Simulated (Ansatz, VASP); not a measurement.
## GaP in two plane-wave programs

Aim: how closely do two programs agree when they are given the same cell, functional and k mesh? The cell is taken from a series of runs on this material, whose earlier steps may have relaxed, scaled, displaced or heated it; both programs get it as it stands.

Calculated with Ansatz 0.2.0; plane waves, with VASP 6.6.1 beside it; single point at PBE.

## Step 1: Set-up

It takes space group F-43m (No. 216, cubic). Conventional cell: a = 5.478 Å, b = 5.478 Å, c = 5.478 Å, α = 90.00°, β = 90.00°, γ = 90.00°. Nearest to Ga lie 4 P at 2.37 Å. P has 4 Ga at 2.37 Å nearest. Farther neighbours are not listed.

## Step 2: VASP: single point, PBE, pair 1

A single point gives forces, pressure and levels at one fixed geometry, so differences don't come from the geometry; what else differs is listed under the comparison.

Lines of VASP's logs that name or quote its potential files are left out, and so is its time.

Contents of INCAR:

```
SYSTEM = GaP
PREC = Accurate
ENCUT = 500
EDIFF = 1E-06
NELM = 120
ISMEAR = 0
SIGMA = 0.01
LREAL = .FALSE.
ALGO = Normal
GGA = PE
NBANDS = 15
LORBIT = 11
LWAVE = .FALSE.
LCHARG = .FALSE.
ISIF = 2
LASPH = .TRUE.
GGA_COMPAT = .FALSE.
EFERMI = MIDGAP
```

Contents of POSCAR:

```
GaP
1.0
    0.0000000000      2.7392023412      2.7392023412
    2.7392023412      0.0000000000      2.7392023412
    2.7392023412      2.7392023412      0.0000000000
Ga P
1 1
Direct
    0.0000000000      0.0000000000      0.0000000000
    0.2500000000      0.2500000000      0.2500000000
```

Contents of KPOINTS:

```
Automatic mesh
0
Gamma
8 8 8
0 0 0
```

PAW data sets: Ga_d and P (PBE family, release 64).

Command:

```console
> mpirun -np 1 vasp_std
```

Numbers of over 12 decimals in the logs are rounded to 6 here.

The log of the run:

```text
[banner, memory and clock lines left out]
running    1 mpi-ranks, on    1 nodes
 distrk:  each k-point on    1 cores,    1 groups
 distr:  one band on    1 cores,    1 groups

 POSCAR found type information on POSCAR GaP
 POSCAR found :  2 types and       2 ions
 LDA part: xc-table for (Slater+PW92), standard interpolation
 POSCAR, INCAR and KPOINTS ok, starting setup
 FFT: planning ... GRIDC
 FFT: planning ... GRID_SOFT
 FFT: planning ... GRID
 WAVECAR not read
 entering main loop
       N       E                     dE             d eps       ncg     rms          rms(c)
DAV:   1     0.812610983825E+02    0.81261E+02   -0.90321E+03   878   0.170E+03
DAV:   2    -0.261178847264E+01   -0.83873E+02   -0.80172E+02   933   0.317E+02
DAV:   3    -0.927495909250E+01   -0.66632E+01   -0.66379E+01  1101   0.706E+01
DAV:   4    -0.938576066078E+01   -0.11080E+00   -0.11077E+00  1062   0.984E+00
DAV:   5    -0.938809755987E+01   -0.23369E-02   -0.23362E-02  1109   0.129E+00    0.418E+00
DAV:   6    -0.914819821540E+01    0.23990E+00   -0.39931E-01  1347   0.110E+01    0.275E+00
DAV:   7    -0.912229091658E+01    0.25907E-01   -0.97242E-02  1133   0.215E+00    0.110E+00
DAV:   8    -0.912262944261E+01   -0.33853E-03   -0.13692E-02  1074   0.150E+00    0.177E-01
DAV:   9    -0.912302549519E+01   -0.39605E-03   -0.14136E-03  1113   0.560E-01    0.858E-02
DAV:  10    -0.912309420440E+01   -0.68709E-04   -0.11341E-04  1342   0.112E-01    0.414E-02
DAV:  11    -0.912316683333E+01   -0.72629E-04   -0.10241E-04   982   0.884E-02    0.523E-03
DAV:  12    -0.912316644544E+01    0.38789E-06   -0.31060E-06  1100   0.245E-02
   1 F= -.91231664E+01 E0= -.91231664E+01  d E =0.000000E+00
```

OUTCAR, selected parts (step 2):

```text
ion  position               nearest neighbor table
   1  0.000  0.000  0.000-   2 2.37   2 2.37   2 2.37   2 2.37
   2  0.250  0.250  0.250-   1 2.37   1 2.37   1 2.37   1 2.37

  LATTYP: Found a face centered cubic cell.
 ALAT       =     5.4784046824

 Subroutine GETGRP returns: Found 24 space group operations
 (whereof 24 operations were pure point group operations)

The static configuration has the point symmetry T_d .

 Found     29 irreducible k-points:

   k-points           NKPTS =     29   k-points in BZ     NKDIM =     29   number of bands    NBANDS=     15

   dimension x,y,z NGX =    28 NGY =   28 NGZ =   28
   dimension x,y,z NGXF=    56 NGYF=   56 NGZF=   56

   ENCUT  =  500.0 eV  36.75 Ry    6.06 a.u.   7.06  7.06  7.06*2*pi/ulx,y,z

   NELECT =      18.0000    total number of electrons

 k-points in reciprocal lattice and weights: Automatic mesh
   0.00000000  0.00000000  0.00000000       0.002
   0.12500000  0.00000000  0.00000000       0.016
   0.25000000  0.00000000  0.00000000       0.016
   0.37500000  0.00000000  0.00000000       0.016
   0.50000000  0.00000000  0.00000000       0.008
   0.12500000  0.12500000  0.00000000       0.012
   0.25000000  0.12500000  0.00000000       0.047
   0.37500000  0.12500000  0.00000000       0.047
   0.50000000  0.12500000  0.00000000       0.047
[...]
-0.37500000  0.50000000  0.12500000       0.023
  -0.25000000  0.50000000  0.25000000       0.012

 average (electrostatic) potential at core
       1 -65.5236       2 -83.5498

 E-fermi :   5.3101

 k-point     1 :       0.0000    0.0000    0.0000
  band No.  band energies     occupation
    ...
      5      -9.9337      2.00000
      6      -7.8804      2.00000
      7       4.4972      2.00000
      8       4.4972      2.00000
      9       4.4972      2.00000
     10       6.1967      0.00000
     11       8.3903      0.00000
     12       8.3903      0.00000
     13       8.3903      0.00000
     14      13.2377      0.00000
    ...

 k-point     2 :       0.1250    0.0000    0.0000
  band No.  band energies     occupation
    ...
      5      -9.9337      2.00000
      6      -7.6821      2.00000
      7       2.8711      2.00000
      8       4.2732      2.00000
      9       4.2732      2.00000
     10       6.8625      0.00000
     11       8.7333      0.00000
     12       8.7333      0.00000
     13       8.9352      0.00000
     14      13.6494      0.00000
    ...

 k-point     3 :       0.2500    0.0000    0.0000
  band No.  band energies     occupation
    ...
      5      -9.9325      2.00000
      6      -7.1204      2.00000
      7       0.6559      2.00000
      8       3.8495      2.00000
      9       3.8495      2.00000
     10       6.6002      0.00000
     11       9.2353      0.00000
     12       9.2353      0.00000
     13      10.7708      0.00000
     14      13.4660      0.00000
    ...

  Total        0.2882197      0.2882197      0.2882197      0.0000000      0.0000000     -0.0000000
  in kB       11.2339366     11.2339366     11.2339366      0.0000000      0.0000000     -0.0000000
  external PRESSURE =      11.2339366 kB  Pullay stress =       0.0000000 kB

  energy-cutoff  :      500.00
  volume of cell :       41.11
      direct lattice vectors                 reciprocal lattice vectors
     0.000000000  2.739202341  2.739202341    -0.182534891  0.182534891  0.182534891
     2.739202341  0.000000000  2.739202341     0.182534891 -0.182534891  0.182534891
     2.739202341  2.739202341  0.000000000     0.182534891  0.182534891 -0.182534891

 POSITION                                       TOTAL-FORCE (eV/Angst)
 -----------------------------------------------------------------------------------
      0.00000      0.00000      0.00000        -0.000000     -0.000000     -0.000000
      1.36960      1.36960      1.36960         0.000000      0.000000      0.000000
 -----------------------------------------------------------------------------------
    total drift:                                0.000001      0.000001      0.000001

  FREE ENERGIE OF THE ION-ELECTRON SYSTEM (eV)
  ---------------------------------------------------
  free  energy   TOTEN  =        -9.1231664454 eV

  energy  without entropy=       -9.1231664454  energy(sigma->0) =       -9.12316645

 total charge
# of ion       s       p       d       tot
------------------------------------------
    1        0.860   0.832  10.009  11.701
    2        1.022   1.515   0.000   2.537
--------------------------------------------------
tot          1.882   2.348  10.009  14.238

[... 3 further parts left out ...]
```

The run ends at a pressure of 1.12 GPa.

## Step 3: Ansatz: single point, PBE, pair 1

Ansatz runs on its default PAW (the set named soft_2) files.

The same cell, functional and mesh now go to Ansatz, which takes its cutoff from its data sets.

Contents of input.yaml:

```yaml
crystal:
  lattice:
    - [0.0, 2.7392023412, 2.7392023412]
    - [2.7392023412, 0.0, 2.7392023412]
    - [2.7392023412, 2.7392023412, 0.0]
  atoms:
    - { symbol: Ga, position: [0.0, 0.0, 0.0] }
    - { symbol: P, position: [0.25, 0.25, 0.25] }
kpoints:
  mp_grid: { grid: [8, 8, 8] }
hamiltonian:
  xc: pbe
scf:
  occupations: { method: fixed }
output:
  forces: true
  stress: true
  eigenvalues: true
```

Command:

```console
> ansatz run input.yaml --threads 2 --pin off --max-ram 5120MiB --backend cpu --events-out ev --progress --plain --runs-dir out
```

The log of the run:

```text
Engine: ansatz 0.2.0, x86_64-unknown-linux-gnu
Pseudopotentials: kind: paw
Pseudopotential: Ga, paw, valence charge 13, recommended cutoff 420 eV (normal), Ga.paw.azcp
Pseudopotential: P, paw, valence charge 5, recommended cutoff 420 eV (normal), P.paw.azcp
Functional definition: PBE
  parameter kappa = 0.804
  parameter beta = 0.066725
  exchange = pbe_x(kappa = kappa, mu = beta*pi^2/3)
  correlation = pbe_c(beta = beta)
Crystal: 2 atoms, lattice volume = 41.106 Å³
Basis set: ecut = 420 eV, 821 PW (Γ), exchange–correlation on 54×54×54 points (8 copies of the dense FFT grid, shifted against one another)
Bands: 13, of which v1, the nominal top of the filled ones, is band 9 counted from 1 (8 counted from 0)
Symmetry: 24 space group operations
Space group: F-43m (ITA 216), of the structure as read, at distance tolerance 3.5e-5 Å
k-points: 29 of 512 (time reversal used)
Non-local potential: Ga, projectors of the file, l = 0: 2, l = 1: 2, l = 2: 3, l = 3: 1
Non-local potential: P, projectors of the file, l = 0: 2, l = 1: 2, l = 2: 2
PAW form: soft (Blöchl's): semilocal exchange-correlation on the pseudo side does not see the compensation charge
PAW one-centre angular grid: Ga, 590 points (default); XC on 64 Gauss nodes
PAW one-centre angular grid: P, 110 points (default); XC on 64 Gauss nodes
Initial density: superposition of atomic densities (neutral atoms: chi_scale 0, normalization atom), corrected by the library's trained network
Initial wavefunctions: pseudopotential atomic-orbital guess
Functional: x = pbe(κ = 0.804, μ = 0.219515), c = pbe(β = 0.066725)
SCF iter   1: F=—  HF=-4539.556037 eV  |F-HF|=—  |Δ(HF+E_count)|=         —  Δρ=1.57e-3  dr2=1.38e-3  ethr=1.77e-3  ⟨swp⟩=5.0  Hψ=1994  notcnv=0  defer=49
preconditioner: auto → none  [insulator: Δε(μ)=1.618 eV  Ē_g=15.447 eV  n_scr=14 (ndim 8)  ℏωp=24.6 eV  f_vac=0.014  ε∞_Penn≈3.5]
SCF iter   2: F=—  HF=-4539.555208 eV  |F-HF|=—  |Δ(HF+E_count)|=   8.29e-4  Δρ=1.24e-3  dr2=4.46e-4  ethr=7.66e-6  ⟨swp⟩=3.0  Hψ=997  notcnv=0  defer=54
SCF iter   3: F=—  HF=-4539.555022 eV  |F-HF|=—  |Δ(HF+E_count)|=   1.86e-4  Δρ=3.95e-4  dr2=5.45e-5  ethr=2.48e-6  ⟨swp⟩=2.0  Hψ=703  notcnv=0  defer=51
SCF iter   4: F=—  HF=-4539.555079 eV  |F-HF|=—  |Δ(HF+E_count)|=   5.60e-5  Δρ=1.17e-4  dr2=3.92e-6  ethr=3.03e-7  ⟨swp⟩=2.0  Hψ=678  notcnv=0  defer=47
SCF iter   5: F=—  HF=-4539.555080 eV  |F-HF|=—  |Δ(HF+E_count)|=   1.44e-6  Δρ=3.14e-5  dr2=4.02e-7  ethr=2.18e-8  ⟨swp⟩=2.0  Hψ=631  notcnv=0  defer=48
SCF iter   6: F=-4539.555080 eV  HF=-4539.555080 eV  |F-HF|=2.70e-8  |Δ(HF+E_count)|=   4.37e-7  Δρ=9.63e-6  dr2=2.39e-8  ethr=5.56e-10  ⟨swp⟩=9.0  Hψ=2412  notcnv=0
SCF 1 converged in 6 iterations: F = -4539.555080 eV  dr2 = 2.39e-8
  greatest PAW one-centre occupation: 0.994 electrons in one spin orbital (limit 2), on the Ga atom at site 0 (counted from 0), in its partial waves of l = 2
SCF converged after 6 iterations
Free energy (F): -4539.555080 eV
Harris-Foulkes:  -4539.555080 eV  (|F-HF|=2.70e-8)
Internal energy: -4539.555080 eV  (E = F + TS)
E sigma→0 (E₀):  -4539.555080 eV
Fermi energy:    6.893614 eV
--- Per-component energies (eV) ---
  E_band       = -61.032133
  E_kinetic    = 185.836774
  E_local      = -2210.714294  (includes V_loc(G=0)·N_el)
  E_nonlocal   = 458.830606
  E_hartree    = 1021.453995
  E_xc         = -130.541783
  E_vxc        = -118.715177  (∫ρ·V_xc dr)
  E_paw        = -2558.461397  (= ΣΔE_a)
  E_vpaw       = -419.171707  (= ΣTr[D̂ρ^β])
  E_aug_tail   = -0.000096  (compensation charges beyond the density's cutoff)
  E_ewald      = -1305.958884
  E_smearing   = -0.000000  (= −TS)
  E_closure    = -0.000000  (closes the sum)
  Σ components = -4539.555080   (vs F -4539.555080, Δ=0.00e0)
--- Forces (eV/Å), atoms counted from 1 ---
  atom   1  Ga     0.00000000    -0.00000000     0.00000000
  atom   2  P     -0.00000000     0.00000000    -0.00000000
  max |Σ_I F_I| component: 5.55e-17 eV/Å
--- Stress (GPa, compression-positive) ---
        1.201865       0.000000      -0.000000
        0.000000       1.201865       0.000000
       -0.000000       0.000000       1.201865
  P = ⅓ Tr σ = 1.2019 GPa (12.019 kbar)
--- Band table (eV; the first three rows and the last of 29) ---
  k-point 0: bands = [... 5 lower, -5.4843, 6.8936, 6.8936, 6.8936, 8.5957, 10.7826, 10.7826, 10.7826]
  k-point 1: bands = [... 5 lower, -5.2859, 5.2681, 6.6696, 6.6696, 9.2606, 11.1249, 11.1249, 11.3273]
  k-point 2: bands = [... 5 lower, -4.7242, 3.0524, 6.2456, 6.2456, 8.9978, 11.6255, 11.6255, 13.1623]
  k-point 28: bands = [... 5 lower, -2.5025, 0.4115, 3.3910, 3.5472, 11.5916, 11.6894, 12.9509, 13.0412]
```

Reading the cycles: dr2 is the Hartree energy of the density residual (eV), the measure of convergence; HF is the Harris–Foulkes estimate of the energy, which meets the free energy F at convergence.

The run ends at a pressure of 1.20 GPa.

## Step 4: Comparison

Known differences besides the potentials themselves: fixed occupations in Ansatz, narrow Gaussian smearing in VASP; the cutoff is 420 eV in Ansatz and 500 eV in VASP. Total energies have different zeros and are not compared.

The two programs side by side:

| quantity | Ansatz | VASP | difference |
| --- | --- | --- | --- |
| pressure (GPa) | 1.20 | 1.12 | +0.08 |
| gap on the k mesh (eV) | 1.628 | 1.626 | +0.002 |

A gap on the mesh is an upper bound, since the band edges may lie between its points.

## Step 5: VASP: single point, PBE, pair 2

A single point gives forces, pressure and levels at one fixed geometry, so differences don't come from the geometry; what else differs is listed under the comparison. The cell compared in this pair holds 42.98 Å³, against 41.11 Å³ for the pair before.

INCAR is that of step 2.

Contents of POSCAR:

```
GaP
1.0
    0.0000000000      2.7802964953      2.7802964953
    2.7802964953      0.0000000000      2.7802964953
    2.7802964953      2.7802964953      0.0000000000
Ga P
1 1
Direct
    0.0000000000      0.0000000000      0.0000000000
    0.2500000000      0.2500000000      0.2500000000
```

KPOINTS is that of step 2.

Command:

```console
> mpirun -np 1 vasp_std
```

The log of the run:

```text
[... set-up lines as in an earlier step ...]
 entering main loop
       N       E                     dE             d eps       ncg     rms          rms(c)
DAV:   1     0.800419410682E+02    0.80042E+02   -0.89741E+03   894   0.170E+03
DAV:   2    -0.324031026179E+01   -0.83282E+02   -0.79961E+02   975   0.308E+02
DAV:   3    -0.926231422653E+01   -0.60220E+01   -0.60013E+01  1101   0.671E+01
DAV:   4    -0.936788768194E+01   -0.10557E+00   -0.10555E+00  1100   0.964E+00
[...]
DAV:  10    -0.911692099849E+01   -0.76486E-04   -0.11305E-04  1257   0.104E-01    0.455E-02
DAV:  11    -0.911699906065E+01   -0.78062E-04   -0.11338E-04  1003   0.943E-02    0.572E-03
DAV:  12    -0.911699856827E+01    0.49238E-06   -0.35619E-06  1073   0.252E-02
   1 F= -.91169986E+01 E0= -.91169986E+01  d E =0.000000E+00
```

From OUTCAR (step 5):

```text
  Total       -0.5852592     -0.5852592     -0.5852592      0.0000000     -0.0000000      0.0000000
  in kB      -21.8150156    -21.8150156    -21.8150156      0.0000000     -0.0000000      0.0000000
  external PRESSURE =     -21.8150156 kB  Pullay stress =       0.0000000 kB

 POSITION                                       TOTAL-FORCE (eV/Angst)
 -----------------------------------------------------------------------------------
      0.00000      0.00000      0.00000        -0.000000      0.000000      0.000000
      1.39015      1.39015      1.39015         0.000000     -0.000000     -0.000000
 -----------------------------------------------------------------------------------
    total drift:                               -0.000000     -0.000000     -0.000000

  FREE ENERGIE OF THE ION-ELECTRON SYSTEM (eV)
  ---------------------------------------------------
  free  energy   TOTEN  =        -9.1169985683 eV

  energy  without entropy=       -9.1169985683  energy(sigma->0) =       -9.11699857

[... 1 part as in an earlier step ...]

[... 2 further parts left out ...]
[key lines of the parts left out:]
E-fermi :   4.7275
```

The run ends at a pressure of -2.18 GPa.

[end of part 1 of 2]

[Lines on the potential files, build, host, timing and source positions are cut from VASP's logs without a mark.]

[Logs are printed without paths, hosts, clocks, repeated set-up lines and the standing remarks that a program may print on its own settings, such as how far it seeks lower states.]

[Hosts, paths, dates, database ids (printed as entryN), source tags and the programs' standing remarks are cut or masked in the printed files.]
